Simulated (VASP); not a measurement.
Here is the system:

```
YN
1.0
    0.00000     2.45244     2.45244
    2.45244     0.00000     2.45244
    2.45244     2.45244     0.00000
Y N
1 1
Cartesian
  0.00000   0.00000   0.00000
  2.45244   2.45244   2.45244
```

Method: PBE GGA, VASP's PBE PAW potentials (set 64) (plane waves; VASP). Run with 620 eV cut-off, 9×9×9 Γ-centred mesh, Gaussian smearing of 0.050 eV, potentials Y_sv N.

Energy and stress use the plane-wave basis of the starting cell.

Problem. The ions, cell shape and volume at an external pressure of 5.0 GPa are relaxed. Predict the relaxed structure.

Solution. 
```
YN
1.0
    0.00000     2.42794     2.42794
    2.42794     0.00000     2.42794
    2.42794     2.42794     0.00000
Y N
1 1
Direct
  0.00000   0.00000   0.00000
  0.50000   0.50000   0.50000
```
Space group Fm-3m (225), at a tolerance of 0.03 Å.

Problem. How do energy and volume change from the first to the last step?

Solution. The energy (σ→0) changes by +6.4 meV/atom and the volume by -3.0 %, in 3 ionic steps.

The compound is YN in the rock salt structure. This run relaxes it under an external pressure of 5 GPa. Symmetry was kept, so distortions that lower it aren't found.
